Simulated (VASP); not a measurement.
A VASP calculation is set up with these files.

INCAR:
```
SIGMA = 0.01
SYSTEM = BaF2
NELM = 100
PREC = Accurate
LWAVE = .False.
LASPH = .True.   # aspherical one-centre terms
LCHARG = .False.
ENCUT = 400
ISMEAR = 0   # Gaussian
LREAL = .False.   # projection in real space or not
ISIF = 2
EDIFF = 1E-6   # SCF stop (eV)
LMAXMIX = 4   # l cut-off of mixed one-centre charges
ALGO = Normal
```

File KPOINTS:
```
K-points
0
G
  5 5 5
0 0 0
```

### POSCAR
```
BaF2
6.312890
  0.0000000000   0.5000000000   0.5000000000
  0.5000000000   0.0000000000   0.5000000000
  0.5000000000   0.5000000000   0.0000000000
Ba F
1 2
Cartesian
  0.0000000000   0.0000000000   0.0000000000
  0.2500000000   0.2500000000   0.2500000000
  0.7500000000   0.7500000000   0.7500000000
```

POTCAR, in this order: Ba_sv F (LDA.64 set). Program: vasp_std.

**Question.** Write an equivalent input for Quantum ESPRESSO's pw.x.

**Answer.** One equivalent input (not run):
```
&CONTROL
  calculation = 'scf'
  pseudo_dir = './pseudo'
  outdir = './out'
  tprnfor = .true.
  tstress = .true.
/
&SYSTEM
  ibrav = 0
  nat = 3
  ntyp = 2
  ecutwfc = 84
  occupations = 'smearing'
  smearing = 'gaussian'
  degauss = 0.000735
  input_dft = 'pz'
/
&ELECTRONS
  conv_thr = 7.3e-08
  electron_maxstep = 100
/
ATOMIC_SPECIES
  Ba 137.327 Ba.upf
  F 18.998 F.upf
CELL_PARAMETERS angstrom
     0.0000000    3.1564450    3.1564450
     3.1564450    0.0000000    3.1564450
     3.1564450    3.1564450    0.0000000
ATOMIC_POSITIONS crystal
  Ba   0.0000000  0.0000000  0.0000000
  F    0.2500000  0.2500000  0.2500000
  F    0.7500000  0.7500000  0.7500000
K_POINTS automatic
  5 5 5 0 0 0
```
The two are equivalent in intent, not identical: the potentials are each code's own (VASP's PAW set, PseudoDojo norm-conserving files in pw.x), so ENCUT and ecutwfc are chosen apart and not converted; conv_thr bounds pw.x's estimated SCF error, while EDIFF bounds the energy change between steps.

The structure comes from a computed database's BaF2 entry; how it stands against other phases isn't given here. The cell was not relaxed at this level. The run is one of a series of settings (GGA removed, POTCAR Ba_sv F (LDA.64 set) against the base run), some of them coarse on purpose.
